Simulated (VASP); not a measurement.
# A VASP study of CsNaBr2 (PBE + TS): structure first, properties next, part 2 of 6

What structure does CsNaBr2 take at this level, and what are its properties? The cell is invented: it takes the structure of a Materials Project entry for NaCl (space group 225 there), with some of its atoms replaced by other elements, volume scaled by an estimate. It may not be a known or stable phase.

VASP 6.6.1, plane waves and PAW; the level of theory is named at each step.

Still holding for the runs below: Plain TS starts from free neutral atoms, whose polarisability is far too large for alkali and alkaline-earth ions, so it can overbind such cells badly.

So far, gap on the k-mesh (eV): step 2 (rough relaxation of the start cell) 3.93. The relaxed cell has a = 3.959, c = 23.601 Å (conventional setting).

The structure was built from a prototype and need not be the compound's stable phase.

**3. Relaxing cell and atoms (PBE + TS)**

Level of this step: PBE with TS; plane waves and PAW (Cs_sv, Br, Na_pv); invented cell (VASP).

Properties are meant for the cell that this level of theory prefers, so cell and atoms are relaxed first (ISIF = 3) until forces and stress are small; EDIFFG sets the threshold.

Input file INCAR:

```
SYSTEM = CsNaBr2
PREC = Accurate
ENCUT = 400
EDIFF = 1E-06
NELM = 100
ISMEAR = -1
SIGMA = 0.05
LREAL = .FALSE.
ALGO = Normal
GGA = PE
IVDW = 20
NBANDS = 21
LORBIT = 11
LWAVE = .FALSE.
LCHARG = .FALSE.
KPAR = 2
IBRION = 2
NSW = 60
ISIF = 3
EDIFFG = -0.01
```

Input file POSCAR:

```
CsNaBr2
1.0
    1.9796927495      1.1429761172      7.8668717198
   -1.9796927495      1.1429761172      7.8668717198
    0.0000000000     -2.2859522344      7.8668717198
Cs Br Na
1 2 1
Direct
    0.0000000000      0.0000000000      0.0000000000
    0.7681663207      0.7681663207      0.7681663207
    0.2318336793      0.2318336793      0.2318336793
    0.5000000000      0.5000000000      0.5000000000
```

Input file KPOINTS:

```
Automatic mesh
0
Gamma
8 8 8
0 0 0
```

PAW data sets: Cs_sv, Br and Na_pv (PBE family, release 64).

Launch:

```
> mpirun -np 2 vasp_std
```

Numbers of over 12 decimals in the logs are rounded to 6 here.

The program printed:

```text
[... set-up lines as in an earlier step ...]
 entering main loop
       N       E                     dE             d eps       ncg     rms          rms(c)
DAV:   1     0.219902996238E+03    0.21990E+03   -0.12086E+04  2730   0.112E+03
DAV:   2     0.685479364160E+01   -0.21305E+03   -0.20128E+03  3439   0.266E+02
DAV:   3    -0.110357960441E+02   -0.17891E+02   -0.17810E+02  3293   0.853E+01
DAV:   4    -0.113811494530E+02   -0.34535E+00   -0.34475E+00  3423   0.136E+01
DAV:   5    -0.113873778090E+02   -0.62284E-02   -0.62275E-02  3347   0.173E+00    0.302E+00
DAV:   6    -0.110526744255E+02    0.33470E+00   -0.51135E-01  3320   0.358E+00    0.181E+00
DAV:   7    -0.110008522861E+02    0.51822E-01   -0.35830E-01  3583   0.285E+00    0.937E-01
DAV:   8    -0.110072309519E+02   -0.63787E-02   -0.33048E-02  3195   0.109E+00    0.156E-01
DAV:   9    -0.110070435881E+02    0.18736E-03   -0.19451E-03  3675   0.262E-01    0.903E-02
DAV:  10    -0.110073914509E+02   -0.34786E-03   -0.60180E-04  3050   0.158E-01    0.196E-02
DAV:  11    -0.110074101912E+02   -0.18740E-04   -0.51332E-05  3338   0.478E-02    0.794E-03
DAV:  12    -0.110074126493E+02   -0.24581E-05   -0.45534E-06  3078   0.152E-02    0.249E-03
DAV:  13    -0.110074129193E+02   -0.26997E-06   -0.91895E-07  2839   0.515E-03
 augmentation electrons   30.127117
 total        electrons   30.127117
 augmentation electrons   276.759721237421
 total        electrons   276.759721237421
 augmentation electrons -0.255492
 soft         electrons   30.382608
 total        electrons   30.127116
 translations:           2           2           2
   1 F= -.16241080E+02 E0= -.16241080E+02  d E =-.162411E+02
 curvature:   0.00 expect dE= 0.000E+00 dE for cont linesearch  0.000E+00
 trial: gam= 0.00000 g(F)=  0.444E-04 g(S)=  0.563E-03 ort = 0.000E+00 (trialstep = 0.100E+01)
 search vector abs. value=  0.607E-03
 bond charge predicted
       N       E                     dE             d eps       ncg     rms          rms(c)
DAV:   1    -0.109878376316E+02    0.19575E-01   -0.61237E-02  3063   0.194E+00    0.241E-01
DAV:   2    -0.109863861344E+02    0.14515E-02   -0.23494E-03  3205   0.351E-01    0.119E-01
DAV:   3    -0.109859384743E+02    0.44766E-03   -0.13549E-03  3136   0.231E-01    0.394E-02
DAV:   4    -0.109859312098E+02    0.72646E-05   -0.28698E-05  3225   0.373E-02    0.207E-02
DAV:   5    -0.109859306535E+02    0.55624E-06   -0.65821E-06  3243   0.167E-02
 augmentation electrons   30.124508
 total        electrons   30.124508
 augmentation electrons   274.582308713438
 total        electrons   274.582308713438
 augmentation electrons -0.258402
 soft         electrons   30.382910
 total        electrons   30.124507
 translations:           2           2           2
   2 F= -.16243509E+02 E0= -.16243509E+02  d E =-.242921E-02
[...]
3 F= -.16243455E+02 E0= -.16243455E+02  d E =-.237478E-02
[...]
4 F= -.16243176E+02 E0= -.16243176E+02  d E =-.209641E-02
[...]
5 F= -.16243105E+02 E0= -.16243105E+02  d E =0.710965E-04
 ZBRENT: can't locate minimum, use default step
 trial-energy change:    0.000071  1 .order   -0.000089   -0.000102   -0.000077
 step:   3.8581(harm=  3.9671)  dis= 0.00402  next Energy=   -16.243385 (dE=-0.209E-03)
 bond charge predicted
       N       E                     dE             d eps       ncg     rms          rms(c)
DAV:   1    -0.110088711880E+02   -0.14501E-01   -0.79643E-02  2855   0.188E+00    0.206E-01
DAV:   2    -0.110082719467E+02    0.59924E-03   -0.27899E-03  3065   0.347E-01    0.108E-01
DAV:   3    -0.110079749338E+02    0.29701E-03   -0.53027E-04  3225   0.153E-01    0.406E-02
DAV:   4    -0.110079508458E+02    0.24088E-04   -0.49290E-05  3274   0.421E-02    0.163E-02
DAV:   5    -0.110079481328E+02    0.27130E-05   -0.51913E-06  3099   0.142E-02    0.337E-03
DAV:   6    -0.110079482379E+02   -0.10507E-06   -0.28927E-07  1810   0.384E-03
 augmentation electrons   30.119689
 total        electrons   30.119689
 augmentation electrons   270.874854242166
 total        electrons   270.874854242166
 augmentation electrons -0.262742
 soft         electrons   30.382431
 total        electrons   30.119688
 translations:           2           2           2
   6 F= -.16242805E+02 E0= -.16242805E+02  d E =0.371392E-03
 curvature:  -2.24 expect dE=-0.210E-04 dE for cont linesearch -0.119E-05
 trial: gam= 0.00000 g(F)=  0.119E-06 g(S)=  0.923E-05 ort =-0.795E-05 (trialstep = 0.154E+01)
 search vector abs. value=  0.935E-05
 reached required accuracy - stopping structural energy minimisation
```

It took 4.7 min on 2 MPI ranks of Intel Xeon 6975P-C (Granite Rapids), shared host; peak memory 0.91 GiB.

From OUTCAR (step 3):

```text
  LATTYP: Found a trigonal (rhomboedric) cell.
 ALAT       =     8.1922676008
 COS(alpha) =     0.8832068638

The static configuration has the point symmetry D_3d.

 Found     65 irreducible k-points:

   k-points           NKPTS =     65   k-points in BZ     NKDIM =     65   number of bands    NBANDS=     21

   dimension x,y,z NGX =    54 NGY =   54 NGZ =   54
   dimension x,y,z NGXF=   108 NGYF=  108 NGZF=  108

   ENCUT  =  400.0 eV  29.40 Ry    5.42 a.u.  13.36 13.36 13.36*2*pi/ulx,y,z

   NELECT =      30.0000    total number of electrons

 E-fermi :   2.1286

 k-point     1 :       0.0000    0.0000    0.0000
  band No.  band energies     occupation
    ...
     11       0.6911      2.00000
     12       0.6911      2.00000
     13       0.9556      2.00000
     14       1.0818      2.00000
     15       1.0818      2.00000
     16       5.1691      0.00000
     17       6.7574      0.00000
     18       7.7998      0.00000
     19       7.7998      0.00000
     20       7.8621      0.00000
    ...

 k-point     2 :       0.1250   -0.0000   -0.0000
  band No.  band energies     occupation
    ...
     11       0.4326      2.00000
     12       0.6204      2.00000
     13       0.6333      2.00000
     14       0.8401      2.00000
     15       1.0251      2.00000
     16       5.6223      0.00000
     17       7.1887      0.00000
     18       7.3792      0.00000
     19       8.1820      0.00000
     20       8.4614      0.00000
    ...

  Hirshfeld charges:
            ion         q(e)
   ------------------------------
      1     Cs       0.22803665
      2     Br      -0.18525307
      3     Br      -0.18525307
      4     Na       0.14246949

  Number of pair interactions contributing to vdW energy:   48988

  Edisp (eV):   -5.23486

  Total      -0.01677    -0.01677    -0.01423     0.00000     0.00000     0.00000
  in kB      -0.25156    -0.25156    -0.21349     0.00000     0.00000     0.00000
  external pressure =       -0.24 kB  Pullay stress =        0.00 kB

  energy-cutoff  :      400.00
  volume of cell :      106.83
      direct lattice vectors                 reciprocal lattice vectors
     1.976027624  1.140860056  7.897837125     0.253032900  0.146088616  0.042205648
    -1.976027624  1.140860056  7.897837125    -0.253032900  0.146088616  0.042205648
     0.000000000 -2.281720112  7.897837125     0.000000000 -0.292177232  0.042205648

 POSITION                                       TOTAL-FORCE (eV/Angst)
 -----------------------------------------------------------------------------------
      0.00000      0.00000     23.69351        -0.000000      0.000000     -0.000000
      0.00000      0.00000     18.19567         0.000000     -0.000000     -0.001109
      0.00000      0.00000      5.49784         0.000000      0.000000      0.001109
      0.00000      0.00000     11.84676         0.000000      0.000000     -0.000000
 -----------------------------------------------------------------------------------
    total drift:                                0.000000     -0.000000      0.000000

  FREE ENERGIE OF THE ION-ELECTRON SYSTEM (eV)
  ---------------------------------------------------
  free  energy   TOTEN  =       -16.2428049125 eV

  energy  without entropy=      -16.2428049125  energy(sigma->0) =      -16.24280491

 total charge
# of ion       s       p       d       tot
------------------------------------------
    1        1.851   4.712   0.069   6.633
    2        1.605   3.355   0.006   4.966
    3        1.605   3.355   0.006   4.966
    4        0.064   6.001   0.000   6.065
--------------------------------------------------
tot          5.125  17.424   0.081  22.630

[... 2 parts as in an earlier step ...]

[... 7 further parts left out ...]
```

CONTCAR:

```
CsNaBr2
   1.00000000000000
     1.9760276235771943    1.1408600558987512    7.8978371253929733
    -1.9760276235771943    1.1408600558987512    7.8978371253929733
     0.0000000000000000   -2.2817201117975023    7.8978371253929733
  Cs              Br              Na
     1     2     1
Direct
     1.0000000000000000    1.0000000000000000    1.0000000000000000
     0.7679599388378361    0.7679599388378361    0.7679599388378361
     0.2320400611621638    0.2320400611621638    0.2320400611621638
     0.5000000000000000    0.5000000000000000    0.5000000000000000
```

Relaxation path:

```tsv
step	energy less that of the first step (eV)	largest force (eV/Å)	pressure (GPa)	volume (Å³)
1	0.0000	0.0215	-0.13	106.80
2	-0.0024	0.0180	0.10	106.46
3	-0.0024	0.0177	0.10	106.46
4	-0.0021	0.0187	0.05	106.52
5	-0.0020	0.0142	0.03	106.60
6	-0.0017	0.0011	-0.02	106.83
```

```tsv
conventional cell, symmetrised	before	after	change
a (Å)	3.959	3.952	-0.2 %
b (Å)	3.959	3.952	-0.2 %
c (Å)	23.601	23.694	+0.4 %
volume (Å³/atom)	26.70	26.71	+0.0 %
```

Final coordinates:

```xyz
4
Lattice="1.9760 1.1409 7.8978 -1.9760 1.1409 7.8978 0.0000 -2.2817 7.8978" Properties=species:S:1:pos:R:3 pbc="T T T"
Cs    0.0000    0.0000    0.0000
Br    0.0000    0.0000   18.1957
Br    0.0000    0.0000    5.4978
Na    0.0000    0.0000   11.8468
```

Numbers from this step:

| Quantity | Value |
| --- | --- |
| irreducible k-points | 65 |
| Fermi energy | 2.129 eV |
| pressure | -0.02389 GPa |
| SCF cycles over all ionic steps | 35 |
| gap on the k-mesh | 3.904 eV |
| least direct gap on the k-mesh | 4.087 eV |

It ends with a largest force of 0.001 eV/Å and a pressure of -0.02 GPa.

(Part 2 of 6 ends here.)

[Lines on the potential files, build, host, timing and source positions are cut from VASP's logs without a mark.]

[Logs are printed without paths, hosts, clocks, repeated set-up lines and the standing remarks that a program may print on its own settings, such as how far it seeks lower states.]

[Hosts, paths, dates, database ids (printed as entryN), source tags and the programs' standing remarks are cut or masked in the printed files.]

[A measured line is paired with the nearest computed mode of its activity, which favours agreement.]

[In band tables of VASP the shares of atoms and orbitals are scaled to a sum of 1 inside the atoms' spheres.]
